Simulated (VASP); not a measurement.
# KRu (P-6m2) in VASP: equation of state

Aim: energy against volume of KRu in PBE, for its equilibrium volume and stiffness.

Everything below comes from runs of VASP 6.6.1. Logs are shortened: lines on timing, memory, paths and dates and some standing lists are left out, and cuts for length are marked.

### Step 1. The crystal as given

The structure is hexagonal, space group P-6m2 (No. 187). Conventional cell: a = 2.821 Å, b = 2.821 Å, c = 5.747 Å, α = 90.00°, β = 90.00°, γ = 120.00°. K (site symmetry -6m2) has 6 K at 2.82 Å as nearest neighbours. Ru (site symmetry -6m2) is surrounded by 6 Ru at 2.82 Å.

The cell was built by a generator and needn't be a form met in nature.

### Step 2. Equation of state, PBE, 18.62 Å³/atom (volume scaled by 0.94)

Contents of INCAR:

```
SYSTEM = KRu
ALGO = Normal
EDIFF = 1E-7
ENCUT = 520
GGA = PE
ISIF = 2
ISMEAR = -1
LASPH = .True.
LCHARG = .False.
LREAL = .False.
LWAVE = .False.
NBANDS = 18
NELM = 100
PREC = Accurate
SIGMA = 0.05
```

Contents of KPOINTS:

```
k-points
0
Gamma
  11 11 5
  0 0 0
```

Contents of POSCAR:

```
KRu
1.0
    2.7638238389      0.0000000000      0.0000000000
   -1.3819119194      2.3935402898      0.0000000000
    0.0000000000      0.0000000000      5.6294854496
K Ru
1 1
Direct
    0.0000000000      0.0000000000      0.5000000000
    0.6666700000      0.3333300000      0.0000000000
```

Potentials or basis: VASP PAW PBE potentials, release 64 (K_sv, Ru_pv).

Started as:

```bash
> cat potpaw_PBE.64/K_sv/POTCAR potpaw_PBE.64/Ru_pv/POTCAR > POTCAR
> mpirun -np 1 vasp_std > vasp.out
```

OUTCAR:

```text
SYSTEM = KRu
   EDIFF = 1E-7
   ENCUT = 520
   GGA = PE
   ISIF = 2
   ISMEAR = -1
   LASPH = .True.
   LREAL = .False.
   NELM = 100
   PREC = Accurate

 Found    108 irreducible k-points:

 Following reciprocal coordinates:
            Coordinates               Weight
  0.000000  0.000000  0.000000      1.000000
  0.090909 -0.000000  0.000000      4.000000
 -0.090909  0.090909  0.000000      2.000000
  0.181818 -0.000000  0.000000      4.000000
 -0.181818  0.181818  0.000000      2.000000
  0.272727  0.000000  0.000000      4.000000
   k-points           NKPTS =    108   k-points in BZ     NKDIM =    108   number of bands    NBANDS=     18
   number of dos      NEDOS =    301   number of ions     NIONS =      2
   total plane-waves  NPLWV =  24192
   dimension x,y,z NGX =    24 NGY =   24 NGZ =   42
   dimension x,y,z NGXF=    48 NGYF=   48 NGZF=   84
   ions per type =               1   1
   NGX,Y,Z   is equivalent  to a cutoff of  14.44, 14.44, 12.40 a.u.
   NGXF,Y,Z  is equivalent  to a cutoff of  28.87, 28.87, 24.81 a.u.
 SYSTEM =  KRu
   PREC   = accura    normal or accurate (medium, high low for compatibility)
   ISTART =      0    job   : 0-new  1-cont  2-samecut
   ICHARG =      2    charge: 1-file 2-atom 10-const
   ISPIN  =      1    spin polarized calculation?
   LNONCOLLINEAR =      F non collinear calculations
   LSORBIT =      F    spin-orbit coupling
   LASPH  =      T    aspherical Exc in radial PAW
   ENCUT  =  520.0 eV  38.22 Ry    6.18 a.u.   5.14  5.14 10.47*2*pi/ulx,y,z
   NELM   =    100;   NELMIN=  2; NELMDL= -5     # of ELM steps
   EDIFF  = 0.1E-06   stopping-criterion for ELM
   LREAL  =      F    real-space projection
   EDIFFG = 0.1E-05   stopping-criterion for IOM
   NSW    =      0    number of steps for IOM
   IBRION =     -1    ionic relax: 0-MD 1-quasi-New 2-CG
   NFREE  =      0    steps in history (QN), initial steepest desc. (CG)
   ISIF   =      2    stress and relaxation
   ISYM   =      2    0-nonsym 1-usesym 2-fastsym
   POTIM  = 0.5000    time-step for ionic-motion
   TEBEG  =    0.0;   TEEND  =   0.0 temperature during run
   PSTRESS=    0.0 pullay stress
   NELECT =      23.0000    total number of electrons
   NUPDOWN=      -1.0000    fix difference up-down
   EMIN   =  10.00;   EMAX   =-10.00  energy-range for DOS
   EFERMI =   0.00;   METHOD = LEGACY
   ISMEAR =    -1;   SIGMA  =   0.05  broadening in eV -4-tet -1-fermi 0-gaus
   EFERMI_NEDOS =   21; number of points for ismear=-14 and -15
   IALGO  =     38    algorithm
   IMIX   =      4    mixing-type and parameters
     AMIX     =   0.40;   BMIX     =  1.00
     AMIX_MAG =   1.60;   BMIX_MAG =  1.00
  volume/ion in A,a.u.               =      18.62       125.66
  Fermi-wavevector in a.u.,A,eV,Ry     =   1.394154  2.634570 26.445184  1.943666
  Thomas-Fermi vector in A             =   2.517731
   LORBIT       =      0    0 simple, 1 ext, 2 COOP (PROOUT), +10 PAW based schemes
   GGA     = PE    functional components
   LHFCALC =     F    Hartree Fock is set to
   AEXX    =    0.0000 exact exchange contribution
   IVDW    =     0    specifies the selected vdW correction
   LEPSILON=     F    determine dielectric tensor
   LRPA    =     F    only Hartree local field effects (RPA)
 non-spin polarized calculation
  energy-cutoff  :      520.00
  volume of cell :       37.24
 maximum number of plane-waves:      1017
 NGX is ok and might be reduce to    24
   NGX = 11   NGY = 11   NGZ = 21

 number of electron      23.0000003 magnetization

 Free energy of the ion-electron system (eV)
  ---------------------------------------------------
  ext. energy  EPLUGINS =         0.00000000
  ---------------------------------------------------
  free energy    TOTEN  =        -7.63453213 eV

  energy without entropy =       -7.61131441  energy(sigma->0) =       -7.62292327

 E-fermi :   6.4865     XC(G=0): -11.2187

 val. band max:        6.4827147667   @ k =  -0.4545   0.4545   0.0000
 cond. band min:       6.4943402886   @ k =   0.2727   0.0909   0.2000
 fundamental gap:      0.0116255219
 Fermi energy:         6.4865335431

 k-point     1 :       0.0000    0.0000    0.0000
  band No.  band energies     occupation
      1     -35.5830      2.00000
      2     -35.5211      2.00000
      3     -35.5211      2.00000
      4     -26.5437      2.00000
      5      -9.6158      2.00000
      6      -7.9095      2.00000
[... 10 lines left out ...]
     17      12.2709      0.00000
     18      15.8693      0.00000

 k-point     2 :       0.0909   -0.0000    0.0000
  band No.  band energies     occupation
      1     -35.5763      2.00000
      2     -35.5694      2.00000
      3     -35.5325      2.00000
      4     -26.4749      2.00000
      5      -9.5532      2.00000
      6      -8.2459      2.00000
[... 10 lines left out ...]
     17      12.6343      0.00000
     18      15.8992      0.00000

 k-point     3 :      -0.0909    0.0909    0.0000
  band No.  band energies     occupation
      1     -35.5763      2.00000
      2     -35.5694      2.00000
      3     -35.5325      2.00000
      4     -26.4749      2.00000
      5      -9.5532      2.00000
      6      -8.2459      2.00000
[... 10 lines left out ...]
     17      12.6343      0.00000
     18      15.8971      0.00000

 k-point     4 :       0.1818   -0.0000    0.0000
  band No.  band energies     occupation
      1     -35.6976      2.00000
      2     -35.5630      2.00000
      3     -35.5582      2.00000
      4     -26.2842      2.00000
      5      -9.3806      2.00000
      6      -9.0899      2.00000
[... 10 lines left out ...]
     17      13.6790      0.00000
     18      15.3194      0.00000

 k-point     5 :      -0.1818    0.1818    0.0000
  band No.  band energies     occupation
      1     -35.6976      2.00000
      2     -35.5630      2.00000
      3     -35.5582      2.00000
      4     -26.2842      2.00000
      5      -9.3806      2.00000
      6      -9.0899      2.00000
[... 10 lines left out ...]
     17      13.6790      0.00000
     18      15.3195      0.00000

 k-point     6 :       0.2727    0.0000    0.0000
  band No.  band energies     occupation
      1     -35.8630      2.00000
      2     -35.6027      2.00000
      3     -35.5344      2.00000
      4     -26.0195      2.00000
      5     -10.1037      2.00000
      6      -9.1434      2.00000
[... 10 lines left out ...]
     17      15.2697      0.00000
     18      15.4412      0.00000

 [... further k-points ...]

------------------------ aborting loop because EDIFF is reached ----------------------------------------

  FORCE on cell =-STRESS in cart. coord.  units (eV):
  Direction    XX          YY          ZZ          XY          YZ          ZX
  --------------------------------------------------------------------------------------
  -------------------------------------------------------------------------------------
  Total        1.3931262      1.3931149      1.0814566     -0.0000084      0.0000000      0.0000000
  in kB       59.9351009     59.9346133     46.5264452     -0.0003630      0.0000000      0.0000000
  external PRESSURE =      55.4653865 kB  Pullay stress =       0.0000000 kB

 VOLUME and BASIS-vectors are now :
 -----------------------------------------------------------------------------
  energy-cutoff  :      520.00
  volume of cell :       37.24
      direct lattice vectors                 reciprocal lattice vectors
     2.763823839  0.000000000  0.000000000     0.361817561  0.208895585  0.000000000
    -1.381911919  2.393540290  0.000000000     0.000000000  0.417791171  0.000000000
     0.000000000  0.000000000  5.629485450     0.000000000  0.000000000  0.177636128

 POSITION                                       TOTAL-FORCE (eV/Angst)
 -----------------------------------------------------------------------------------
      0.00000      0.00000      2.81474         0.000004     -0.000002      0.000000
      1.38193      0.79784      0.00000        -0.000004      0.000002      0.000000
 -----------------------------------------------------------------------------------
    total drift:                               -0.000001     -0.000001      0.000000

  FREE ENERGIE OF THE ION-ELECTRON SYSTEM (eV)
  ---------------------------------------------------
  free  energy   TOTEN  =        -7.6345321253 eV

  energy  without entropy=       -7.6113144094  energy(sigma->0) =       -7.62292327
```

Run time: 76 s. Hardware: 1 thread of Intel Xeon Platinum 8259CL at 2.50GHz (Skylake/Cascade Lake), shared host; peak memory 0.21 GiB.

What came out:

```
Free energy            : -7.6345 eV
Pressure               : 5.5 GPa
Band gap on the k mesh : none (metal or under the smearing width)
```

### Step 3. Equation of state, PBE, 19.02 Å³/atom (volume scaled by 0.96)

Contents of INCAR:

```
SYSTEM = KRu
PREC = Accurate
ENCUT = 520
EDIFF = 1E-7
ISMEAR = -1
SIGMA = 0.05
LREAL = .False.
LASPH = .True.
NELM = 100
ALGO = Normal
ISIF = 2
LWAVE = .False.
LCHARG = .False.
GGA = PE
NBANDS = 18
```

Contents of KPOINTS:

```
regular mesh
0
Gamma
  11 11 5
  0 0 0
```

Contents of POSCAR:

```
KRu
1.0
    2.7832880283      0.0000000000      0.0000000000
   -1.3916440142      2.4103967627      0.0000000000
    0.0000000000      0.0000000000      5.6691310195
K Ru
1 1
Direct
    0.0000000000      0.0000000000      0.5000000000
    0.6666700000      0.3333300000      0.0000000000
```

Potentials or basis: VASP PAW PBE potentials, release 64 (K_sv, Ru_pv).

Started as:

```bash
> cat potpaw_PBE.64/K_sv/POTCAR potpaw_PBE.64/Ru_pv/POTCAR > POTCAR
> mpirun -np 1 vasp_std > vasp.out
```

Run time: 85 s. Hardware: 1 thread of Intel Xeon Platinum 8259CL at 2.50GHz (Skylake/Cascade Lake), shared host; peak memory 0.21 GiB.

Results (log left out):

- Free energy: -7.6573 eV
- Pressure: 3.6 GPa
- Band gap on the k mesh: none (metal or under the smearing width)

### Step 4. Equation of state, PBE, 19.41 Å³/atom (volume scaled by 0.98)

Contents of INCAR:

```
SYSTEM = KRu
PREC = Accurate
ENCUT = 520
EDIFF = 1E-7
ISMEAR = -1
SIGMA = 0.05
LREAL = .FALSE.
LASPH = .TRUE.
NELM = 80
ALGO = Normal
ISIF = 2
LWAVE = .FALSE.
LCHARG = .FALSE.
GGA = PE
NBANDS = 18
```

Contents of KPOINTS:

```
Automatic mesh
0
G
  11 11 5
  0 0 0
```

Contents of POSCAR:

```
KRu
1.0
    2.8024837247      0.0000000000      0.0000000000
   -1.4012418624      2.4270207139      0.0000000000
    0.0000000000      0.0000000000      5.7082297103
K Ru
1 1
Direct
    0.0000000000      0.0000000000      0.5000000000
    0.6666700000      0.3333300000      0.0000000000
```

Started as:

```bash
> cat potpaw_PBE.64/K_sv/POTCAR potpaw_PBE.64/Ru_pv/POTCAR > POTCAR
> mpirun -np 1 vasp_std > vasp.out
```

Wall time 84 s (1 thread of Intel Xeon Platinum 8259CL at 2.50GHz (Skylake/Cascade Lake), shared host); peak memory 0.21 GiB.

Results (log left out):

- Free energy: -7.6709 eV
- Pressure: 1.8 GPa
- Band gap on the k mesh: none (metal or under the smearing width)

### Step 5. Equation of state, PBE, 20.21 Å³/atom (volume scaled by 1.02)

Contents of INCAR:

```
ALGO     = Normal         # electronic algorithm
EDIFF    = 1E-7           # SCF threshold, eV
ENCUT    = 520            # plane-wave cutoff, eV
GGA      = PE             # functional
ISIF     = 2              # what is computed and relaxed
ISMEAR   = -1             # smearing method
LASPH    = T              # aspherical terms in the spheres
LCHARG   = F              # write CHGCAR
LREAL    = F              # projectors in reciprocal space
LWAVE    = F              # write WAVECAR
NBANDS   = 18             # bands
NELM     = 60             # most SCF steps
PREC     = Accurate       # precision mode
SIGMA    = 0.05           # smearing width, eV
```

Contents of KPOINTS:

```
k-points
0
Gamma
  11 11 5
```

Contents of POSCAR:

```
KRu
1.0
    2.8401054452      0.0000000000      0.0000000000
   -1.4200527226      2.4596020610      0.0000000000
    0.0000000000      0.0000000000      5.7848593873
K Ru
1 1
Direct
    0.0000000000      0.0000000000      0.5000000000
    0.6666700000      0.3333300000      0.0000000000
```

Started as:

```bash
> cat potpaw_PBE.64/K_sv/POTCAR potpaw_PBE.64/Ru_pv/POTCAR > POTCAR
> mpirun -np 1 vasp_std > vasp.out
```

Run time: 86 s. Hardware: 1 thread of Intel Xeon Platinum 8259CL at 2.50GHz (Skylake/Cascade Lake), shared host; peak memory 0.22 GiB.

It converged, with:

```yaml
Free_energy: -7.6747 eV
Pressure: -1.1 GPa
Band_gap_on_the_k_mesh: none (metal or under the smearing width)
```

### Step 6. Equation of state, PBE, 20.60 Å³/atom (volume scaled by 1.04)

Contents of INCAR:

```
PREC = Accurate ; ENCUT = 520
EDIFF = 1E-7 ; ISMEAR = -1
SIGMA = 0.05 ; LREAL = F
LASPH = T ; NELM = 60
ALGO = Normal ; ISIF = 2
LWAVE = F ; LCHARG = F
GGA = PE ; NBANDS = 18
```

Contents of KPOINTS:

```
regular mesh
0
Gamma
  11 11 5
```

Contents of POSCAR:

```
KRu
1.0
    2.8585482051      0.0000000000      0.0000000000
   -1.4292741026      2.4755739505      0.0000000000
    0.0000000000      0.0000000000      5.8224244619
K Ru
1 1
Direct
    0.0000000000      0.0000000000      0.5000000000
    0.6666700000      0.3333300000      0.0000000000
```

Potentials or basis: VASP PAW PBE potentials, release 64 (K_sv, Ru_pv).

Started as:

```bash
> cat potpaw_PBE.64/K_sv/POTCAR potpaw_PBE.64/Ru_pv/POTCAR > POTCAR
> mpirun -np 1 vasp_std > vasp.out
```

Run time: 68 s. Hardware: 1 thread of Intel Xeon Platinum 8259CL at 2.50GHz (Skylake/Cascade Lake), shared host; peak memory 0.22 GiB.

It converged, with:

```
Free energy            : -7.6665 eV
Pressure               : -2.3 GPa
Band gap on the k mesh : none (metal or under the smearing width)
```

### Step 7. Equation of state, PBE, 21.00 Å³/atom (volume scaled by 1.06)

Contents of INCAR:

```
PREC     = Accurate       # precision mode
ENCUT    = 520            # plane-wave cutoff, eV
EDIFF    = 1E-7           # SCF threshold, eV
ISMEAR   = -1             # smearing method
SIGMA    = 0.05           # smearing width, eV
LREAL    = F              # projectors in reciprocal space
LASPH    = T              # aspherical terms in the spheres
NELM     = 100            # most SCF steps
ALGO     = Normal         # electronic algorithm
ISIF     = 2              # what is computed and relaxed
LWAVE    = F              # write WAVECAR
LCHARG   = F              # write CHGCAR
GGA      = PE             # functional
NBANDS   = 18             # bands
```

KPOINTS is that of step 6.

Contents of POSCAR:

```
KRu
1.0
    2.8767560094      0.0000000000      0.0000000000
   -1.4383780047      2.4913423626      0.0000000000
    0.0000000000      0.0000000000      5.8595109679
K Ru
1 1
Direct
    0.0000000000      0.0000000000      0.5000000000
    0.6666700000      0.3333300000      0.0000000000
```

Started as:

```bash
> cat potpaw_PBE.64/K_sv/POTCAR potpaw_PBE.64/Ru_pv/POTCAR > POTCAR
> mpirun -np 1 vasp_std > vasp.out
```

Wall time 1.8 min (1 thread of Intel Xeon Platinum 8259CL at 2.50GHz (Skylake/Cascade Lake), shared host); peak memory 0.23 GiB.

The run converged. Its results:

- Free energy: -7.6527 eV
- Pressure: -3.4 GPa
- Band gap on the k mesh: none (metal or under the smearing width)

### Step 8. Equation of state, PBE

This step only gathers the single runs of the series.

Results:

```
Equilibrium volume                        : 19.91 Å³/atom
Bulk modulus at fixed shape and positions : 71 GPa
Pressure derivative of the bulk modulus   : 5.0
```

Energy against volume, from the lowest point:
| volume (Å³/atom) | energy (meV/atom) |
| --- | --- |
| 18.620 | 20.93 |
| 19.017 | 9.54 |
| 19.413 | 2.74 |
| 19.809 | 0.00 |
| 20.205 | 0.86 |
| 20.601 | 4.93 |
| 20.998 | 11.84 |

Caveat: the cell was scaled at fixed shape and fractional positions, which overstates the stiffness of a crystal with free parameters, most of all of layers and chains.
